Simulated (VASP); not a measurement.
Input:

```xyz
2
Lattice="0.0000 2.8324 2.8324 2.8324 0.0000 2.8324 2.8324 2.8324 0.0000" Properties=species:S:1:pos:R:3 pbc="T T T"
Zn     0.0000     0.0000     0.0000
Se     4.2487     4.2487     4.2487
```

The numbers are results of PBE GGA, VASP's PBE PAW potentials (set 64) (plane waves; VASP 6.6.1), not measurements. Run with 300 eV cut-off, 5×5×5 Γ-centred mesh, Gaussian smearing of 0.010 eV, potentials Zn Se.

At this cut-off the stress carries a Pulay error, which pulls relaxed volumes low.

Give the stress tensor in GPa (positive for a compressed cell).

```
2.45  0.00  0.00
0.00  2.45  0.00
0.00  0.00  2.45
```
The pressure is its mean diagonal, 2.45 GPa.

The structure comes from a computed database's ZnSe entry; how it stands against other phases isn't given here. The cell was not relaxed at this level.
